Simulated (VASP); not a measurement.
Here is the system:

```xyz
2
Lattice="0.0000 3.2309 3.2309 3.2309 0.0000 3.2309 3.2309 3.2309 0.0000" Properties=species:S:1:pos:R:3 pbc="T T T"
In     0.0000     0.0000     0.0000
Sb     1.6155     1.6155     1.6155
```

These are r2SCAN+rVV10, VASP's PBE PAW potentials (set 64) (plane waves; VASP 6.6.1) values and carry that method's errors. Numerical set-up: 520 eV cut-off, 7×7×7 Γ-centred mesh, Gaussian smearing of 0.050 eV, potentials In_d Sb.

Unless said otherwise, spin-orbit coupling is left out, though it shifts the bands of the heavy elements here.

Problem. Predict the energy per atom (σ→0), pressure, band gap (on the k-mesh) with the smallest direct gap where there is one.

Solution. 
The band gap (on the k-mesh) is 0.28 eV and the smallest direct gap (on the k-mesh) is 0.28 eV. The energy per atom (σ→0) is -24.076 eV/atom and the pressure comes out as 1.47 GPa.

The compound is InSb in the zinc blende structure. This cell is one point of a volume scan, at 0.97 of the reference volume.
